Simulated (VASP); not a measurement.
# LaS (relaxed from the zinc blende structure, space group F-43m): computed properties

Level of theory: PBE GGA, VASP's PBE PAW potentials (set 64) (plane waves; VASP 6.6.1).

```json
{
  "space_group": "F-43m (216)",
  "cell": "a = b = c = 6.5090 Å, α = β = γ = 90.00°",
  "volume_per_atom": "34.47 Å³/atom",
  "band gap (over mesh and band path)": "none (metal, semimetal or under 0.01 eV)",
  "density": "4.12 g/cm³"
}
```

```cif
data_La4S4
_chemical_formula_sum 'La4 S4'
_space_group_name_H-M_alt 'F-43m'
_space_group_IT_number 216
_space_group_name_Hall 'F -4 2 3'
_cell_length_a 6.50903
_cell_length_b 6.50903
_cell_length_c 6.50903
_cell_angle_alpha 90.000
_cell_angle_beta 90.000
_cell_angle_gamma 90.000
loop_
_atom_site_label
_atom_site_type_symbol
_atom_site_symmetry_multiplicity
_atom_site_Wyckoff_symbol
_atom_site_fract_x
_atom_site_fract_y
_atom_site_fract_z
_atom_site_occupancy
La1 La 4 a 0.00000 0.00000 0.00000 1
S1 S 4 d 0.75000 0.75000 0.75000 1
```
(The calculation used a cell of 2 atoms; values per cell refer to that cell.)

The structure was generated: LaS was put into the zinc blende type (F-43m), which need not be its known phase. It was relaxed first, which changed the volume by -26 %. Symmetry was kept, so distortions that lower it aren't found. The electron count is odd and the run is not spin-polarised, which forces a metal.
